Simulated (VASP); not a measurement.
# Co3SbS4 (I-42m) in VASP: single point with r2SCAN

Aim: the single point of Co3SbS4 with r2SCAN.

Everything below comes from runs of VASP 6.6.1. Logs are shortened: lines on timing, memory, paths and dates and some standing lists are left out, and cuts for length are marked.

### 1 Starting point

Symmetry: I-42m, No. 121, tetragonal system. The conventional cell has a = 5.282 Å, b = 5.282 Å, c = 9.958 Å, α = 90.00°, β = 90.00°, γ = 90.00°. Around Co (site symmetry -42m) lie 4 S at 2.14 Å. Co (site symmetry -4) is surrounded by 4 S at 2.16 Å. Sb (site symmetry -42m) is surrounded by 4 S at 2.61 Å. Around S (site symmetry m) lie 3 Co at 2.14 to 2.16 Å.

The cell was built by a generator and needn't be a form met in nature.

### 2 Single point, r2SCAN

File POSCAR:

```
Co3SbS4
1.0
    0.0000000000      5.2820230260      0.0000000000
    5.2820230260      0.0000000000      0.0000000000
    2.6410115130      2.6410115130     -4.9789132334
Co Sb S
3 1 4
Direct
    0.5000000000      0.5000000000      0.0000000000
    0.7500000000      0.2500000000      0.5000000000
    0.2500000000      0.7500000000      0.5000000000
    0.0000000000      0.0000000000      0.0000000000
    0.4353552179      0.4353552179      0.7084908959
    0.5646447821      0.1438461138      0.2915091041
    0.8561538862      0.8561538862      0.7084908959
    0.1438461138      0.5646447821      0.2915091041
```

File INCAR.step1:

```
SYSTEM = Co3SbS4
PREC = Accurate
ENCUT = 520
ISMEAR = 1
SIGMA = 0.1363
LREAL = .False.
LASPH = .True.
NELM = 100
NBANDS = 38
GGA = PE
ALGO = Normal
EDIFF = 1E-4
LWAVE = .True.
LCHARG = .False.
```

File INCAR.step2:

```
SYSTEM = Co3SbS4
PREC = Accurate
ENCUT = 520
EDIFF = 1E-6
ISMEAR = 1
SIGMA = 0.1363
LREAL = .False.
LASPH = .True.
NELM = 100
ALGO = Normal
ISIF = 2
LWAVE = .False.
LCHARG = .False.
METAGGA = R2SCAN
LMIXTAU = .True.
NBANDS = 38
ISTART = 1
```

File KPOINTS:

```
Automatic mesh
0
Gamma
  4 4 4
  0 0 0
```

Potentials or basis: VASP PAW PBE potentials, release 64 (Co, Sb, S).

Run with:

```
> cat potpaw_PBE.64/Co/POTCAR potpaw_PBE.64/Sb/POTCAR potpaw_PBE.64/S/POTCAR > POTCAR
> cp INCAR.step1 INCAR
> mpirun -np 1 vasp_std > vasp.out
> cp INCAR.step2 INCAR
> mpirun -np 1 vasp_std > vasp.out
```

OUTCAR:

```text
SYSTEM = Co3SbS4
   PREC = Accurate
   ENCUT = 520
   EDIFF = 1E-6
   ISMEAR = 1
   LREAL = .False.
   LASPH = .True.
   NELM = 100
   ISIF = 2
   METAGGA = R2SCAN
   ISTART = 1

 ion  position               nearest neighbor table
   1  0.500  0.500  0.000-   5 2.14   6 2.14   8 2.14   7 2.14
   2  0.750  0.250  0.500-   7 2.16   8 2.16   5 2.16   6 2.16
   3  0.250  0.750  0.500-   6 2.16   7 2.16   5 2.16   8 2.16
   4  0.000  0.000  0.000-   7 2.61   6 2.61   8 2.61   5 2.61
   5  0.435  0.435  0.708-   1 2.14   2 2.16   3 2.16   4 2.61
   6  0.565  0.144  0.292-   1 2.14   3 2.16   2 2.16   4 2.61
   7  0.856  0.856  0.708-   1 2.14   2 2.16   3 2.16   4 2.61
   8  0.144  0.565  0.292-   1 2.14   2 2.16   3 2.16   4 2.61

  LATTYP: Found a body centered tetragonal cell.
 ALAT       =     5.2820230260
 C/A-ratio  =     1.8852296587

  Lattice vectors:

 A1 = (  -2.6410115130,   2.6410115130,   4.9789132334)
 A2 = (   2.6410115130,  -2.6410115130,   4.9789132334)
 A3 = (   2.6410115130,   2.6410115130,  -4.9789132334)

Analysis of symmetry for initial positions (statically):
=====================================================================
 Subroutine PRICEL returns:
 Original cell was already a primitive cell.

 Routine SETGRP: Setting up the symmetry group for a
 body centered tetragonal supercell.

 Subroutine GETGRP returns: Found  8 space group operations
 (whereof  8 operations were pure point group operations)
 out of a pool of 16 trial point group operations.

The static configuration has the point symmetry D_2d.

Analysis of symmetry for dynamics (positions and initial velocities):
=====================================================================
 Subroutine PRICEL returns:
 Original cell was already a primitive cell.

 Routine SETGRP: Setting up the symmetry group for a
 body centered tetragonal supercell.

 Subroutine GETGRP returns: Found  8 space group operations
 (whereof  8 operations were pure point group operations)
 out of a pool of 16 trial point group operations.

The dynamic configuration has the point symmetry D_2d.

 Subroutine INISYM returns: Found  8 space group operations
 (whereof  8 operations are pure point group operations),
 and found     1 'primitive' translations

----------------------------------------------------------------------------------------

                                     Primitive cell

  volume of cell :     138.9105

  direct lattice vectors                    reciprocal lattice vectors
     0.000000000  5.282023026  0.000000000     0.000000000  0.189321401  0.100423521
     5.282023026  0.000000000  0.000000000     0.189321401  0.000000000  0.100423521
     2.641011513  2.641011513 -4.978913233     0.000000000  0.000000000 -0.200847043

  length of vectors
     5.282023026  5.282023026  6.224103197     0.214306968  0.214306968  0.200847043

  position of ions in fractional coordinates (direct lattice)
     0.500000000  0.500000000  0.000000000
     0.750000000  0.250000000  0.500000000
     0.250000000  0.750000000  0.500000000
     0.000000000  0.000000000  0.000000000
     0.435355218  0.435355218  0.708490896
     0.564644782  0.143846114  0.291509104
     0.856153886  0.856153886  0.708490896
     0.143846114  0.564644782  0.291509104

  ion indices of the primitive-cell ions
   primitive index   ion index
                 1           1
                 2           2
                 3           3
                 4           4
                 5           5
                 6           6
                 7           7
                 8           8

----------------------------------------------------------------------------------------

 KPOINTS: Automatic mesh

Automatic generation of k-mesh.
 Grid dimensions read from file:
 generate k-points for:    4    4    4

 Generating k-lattice:

  Cartesian coordinates                     Fractional coordinates (reciprocal lattice)
     0.000000000  0.047330350  0.025105880     0.250000000  0.000000000  0.000000000
     0.047330350  0.000000000  0.025105880     0.000000000  0.250000000  0.000000000
     0.000000000  0.000000000 -0.050211761     0.000000000  0.000000000  0.250000000

  Length of vectors
     0.053576742  0.053576742  0.050211761

  Shift w.r.t. Gamma in fractional coordinates (k-lattice)
     0.000000000  0.000000000  0.000000000

 Subroutine IBZKPT returns following result:
 ===========================================

 Found     13 irreducible k-points:

 Following reciprocal coordinates:
            Coordinates               Weight
  0.000000  0.000000  0.000000      1.000000
  0.250000  0.000000  0.000000      8.000000
  0.500000  0.000000  0.000000      4.000000
  0.250000  0.250000  0.000000      8.000000
  0.500000  0.250000  0.000000     16.000000
 -0.250000  0.250000  0.000000      4.000000
  0.500000  0.500000  0.000000      2.000000
  0.000000  0.000000  0.250000      2.000000
  0.500000  0.000000  0.250000      4.000000
 -0.250000  0.000000  0.250000      8.000000
  0.500000  0.500000  0.250000      2.000000
 -0.250000 -0.250000  0.250000      4.000000
  0.000000  0.000000  0.500000      1.000000
   k-points           NKPTS =     13   k-points in BZ     NKDIM =     13   number of bands    NBANDS=     38
   number of dos      NEDOS =    301   number of ions     NIONS =      8
   total plane-waves  NPLWV =  76800
   dimension x,y,z NGX =    40 NGY =   40 NGZ =   48
   dimension x,y,z NGXF=    80 NGYF=   80 NGZF=   96
   ions per type =               3   1   4
   NGX,Y,Z   is equivalent  to a cutoff of  12.59, 12.59, 12.82 a.u.
   NGXF,Y,Z  is equivalent  to a cutoff of  25.18, 25.18, 25.64 a.u.
 SYSTEM =  Co3SbS4
   PREC   = accura    normal or accurate (medium, high low for compatibility)
   ISTART =      1    job   : 0-new  1-cont  2-samecut
   ICHARG =      0    charge: 1-file 2-atom 10-const
   ISPIN  =      1    spin polarized calculation?
   LNONCOLLINEAR =      F non collinear calculations
   LSORBIT =      F    spin-orbit coupling
   LASPH  =      T    aspherical Exc in radial PAW
   ENCUT  =  520.0 eV  38.22 Ry    6.18 a.u.   9.82  9.82 11.57*2*pi/ulx,y,z
   NELM   =    100;   NELMIN=  2; NELMDL=  0     # of ELM steps
   EDIFF  = 0.1E-05   stopping-criterion for ELM
   LREAL  =      F    real-space projection
[... 7 lines left out ...]
   TEBEG  =    0.0;   TEEND  =   0.0 temperature during run
   PSTRESS=    0.0 pullay stress
   NELECT =      56.0000    total number of electrons
   NUPDOWN=      -1.0000    fix difference up-down
   EMIN   =  10.00;   EMAX   =-10.00  energy-range for DOS
   EFERMI =   0.00;   METHOD = LEGACY
   ISMEAR =     1;   SIGMA  =   0.14  broadening in eV -4-tet -1-fermi 0-gaus
   EFERMI_NEDOS =   21; number of points for ismear=-14 and -15
   IALGO  =     38    algorithm
   IMIX   =      4    mixing-type and parameters
     AMIX     =   0.40;   BMIX     =  1.00
     AMIX_MAG =   1.60;   BMIX_MAG =  1.00
  volume/ion in A,a.u.               =      17.36       117.18
  Fermi-wavevector in a.u.,A,eV,Ry     =   1.209370  2.285378 19.899546  1.462575
  Thomas-Fermi vector in A             =   2.344949
   LORBIT       =      0    0 simple, 1 ext, 2 COOP (PROOUT), +10 PAW based schemes
   METAGGA = R2SCAN    functional components
   LHFCALC =     F    Hartree Fock is set to
   AEXX    =    0.0000 exact exchange contribution
   IVDW    =     0    specifies the selected vdW correction
   LEPSILON=     F    determine dielectric tensor
   LRPA    =     F    only Hartree local field effects (RPA)
 non-spin polarized calculation
 Methfessel and Paxton  Order N= 1 SIGMA  =   0.14
  energy-cutoff  :      520.00
  volume of cell :      138.91
 maximum number of plane-waves:      3766
   NGX = 19   NGY = 19   NGZ = 23

 number of electron      55.9999989 magnetization

 Free energy of the ion-electron system (eV)
  ---------------------------------------------------
  ext. energy  EPLUGINS =         0.00000000
  ---------------------------------------------------
  free energy    TOTEN  =       -98.32197893 eV

  energy without entropy =      -98.31257445  energy(sigma->0) =      -98.31884410

 E-fermi :   7.2691     XC(G=0): -11.1861

 val. band max:        7.2690088272   @ k =   0.5000   0.5000   0.0000
 cond. band min:       7.2978970780   @ k =   0.0000   0.0000   0.0000
 fundamental gap:      0.0288882508
 Fermi energy:         7.2690759118

 k-point     1 :       0.0000    0.0000    0.0000
  band No.  band energies     occupation
      1      -9.0377      2.00000
      2      -7.1075      2.00000
      3      -7.1075      2.00000
      4      -7.0984      2.00000
      5      -2.7290      2.00000
      6       0.2377      2.00000
[... 30 lines left out ...]
     37      12.3477      0.00000
     38      13.9465      0.00000

 k-point     2 :       0.2500    0.0000    0.0000
  band No.  band energies     occupation
      1      -8.7699      2.00000
      2      -7.3840      2.00000
      3      -7.2443      2.00000
      4      -7.1106      2.00000
      5      -2.6695      2.00000
      6       0.4105      2.00000
[... 30 lines left out ...]
     37      13.0067      0.00000
     38      13.2320      0.00000

 k-point     3 :       0.5000    0.0000    0.0000
  band No.  band energies     occupation
      1      -8.0898      2.00000
      2      -8.0772      2.00000
      3      -7.3511      2.00000
      4      -7.1613      2.00000
      5      -2.5542      2.00000
      6       0.6440      2.00000
[... 30 lines left out ...]
     37      13.1468      0.00000
     38      13.2812      0.00000

 k-point     4 :       0.2500    0.2500    0.0000
  band No.  band energies     occupation
      1      -8.4353      2.00000
      2      -7.5423      2.00000
      3      -7.3290      2.00000
      4      -7.3140      2.00000
      5      -2.7744      2.00000
      6       0.2648      2.00000
[... 30 lines left out ...]
     37      12.8030      0.00000
     38      13.5572      0.00000
[... 252 lines left out ...]
      4      -7.4922      2.00000
      5      -2.9967      2.00000
      6       0.0691      2.00000
[... 30 lines left out ...]
     37      12.6820      0.00000
     38      13.3491      0.00000

 k-point    12 :      -0.2500   -0.2500    0.2500
  band No.  band energies     occupation
      1      -8.0361      2.00000
      2      -7.8212      2.00000
      3      -7.5257      2.00000
      4      -7.3361      2.00000
      5      -2.8186      2.00000
      6       0.3998      2.00000
[... 30 lines left out ...]
     37      12.5806      0.00000
     38      13.5509      0.00000

 k-point    13 :       0.0000    0.0000    0.5000
  band No.  band energies     occupation
      1      -8.2962      2.00000
      2      -8.0663      2.00000
      3      -7.1350      2.00000
      4      -7.1350      2.00000
      5      -3.1306      2.00000
      6       0.5131      2.00000
[... 30 lines left out ...]
     37      12.7688      0.00000
     38      12.8045      0.00000

------------------------ aborting loop because EDIFF is reached ----------------------------------------

  FORCE on cell =-STRESS in cart. coord.  units (eV):
  Direction    XX          YY          ZZ          XY          YZ          ZX
  --------------------------------------------------------------------------------------
  -------------------------------------------------------------------------------------
  Total        0.0499503      0.0499503      0.0623971      0.0000000      0.0000000      0.0000000
  in kB        0.5761207      0.5761207      0.7196804      0.0000000      0.0000000      0.0000000
  external PRESSURE =       0.6239739 kB  Pullay stress =       0.0000000 kB

 VOLUME and BASIS-vectors are now :
 -----------------------------------------------------------------------------
  energy-cutoff  :      520.00
  volume of cell :      138.91
      direct lattice vectors                 reciprocal lattice vectors
     0.000000000  5.282023026  0.000000000     0.000000000  0.189321401  0.100423521
     5.282023026  0.000000000  0.000000000     0.189321401  0.000000000  0.100423521
     2.641011513  2.641011513 -4.978913233     0.000000000  0.000000000 -0.200847043

 POSITION                                       TOTAL-FORCE (eV/Angst)
 -----------------------------------------------------------------------------------
      2.64101      2.64101      0.00000        -0.000000     -0.000000      0.000000
      2.64101      5.28202     -2.48946        -0.000000     -0.000000      0.000000
      5.28202      2.64101     -2.48946        -0.000000     -0.000000      0.000000
      0.00000      0.00000      0.00000        -0.000000     -0.000000      0.000000
      4.17069      4.17069     -3.52751        -0.007483     -0.007483      0.001796
      1.52968      3.75235     -1.45140        -0.007483      0.007483     -0.001796
      6.39336      6.39336     -3.52751         0.007483      0.007483      0.001796
      3.75235      1.52968     -1.45140         0.007483     -0.007483     -0.001796
 -----------------------------------------------------------------------------------
    total drift:                               -0.000072     -0.000072      0.000041

  FREE ENERGIE OF THE ION-ELECTRON SYSTEM (eV)
  ---------------------------------------------------
  free  energy   TOTEN  =       -98.3219789327 eV

  energy  without entropy=      -98.3125744468  energy(sigma->0) =      -98.31884410
```

Run time: 2.3 min. Hardware: 1 thread of Intel Xeon 6975P-C (Granite Rapids), shared host; peak memory 0.31 GiB.

Results:

```yaml
Free_energy: -98.3220 eV
Pressure: 0.1 GPa
Largest_force: 0.011 eV/Å
Band_gap_on_the_k_mesh: none (metal or under the smearing width)
```

Forces in eV/Å, atoms in the order of the input:
```
Co   0.000  0.000  0.000
Co   0.000  0.000  0.000
Co   0.000  0.000  0.000
Sb   0.000  0.000  0.000
S   -0.007 -0.007  0.002
S   -0.007  0.007 -0.002
S    0.007  0.007  0.002
S    0.007 -0.007 -0.002
```

Caveat: the PAW data sets were made with another functional, which shifts forces and pressure a little; the run has no spin polarisation, though such a crystal can be magnetic. Spin polarisation is off, so any magnetic state and its effect on volume and gap are missing.
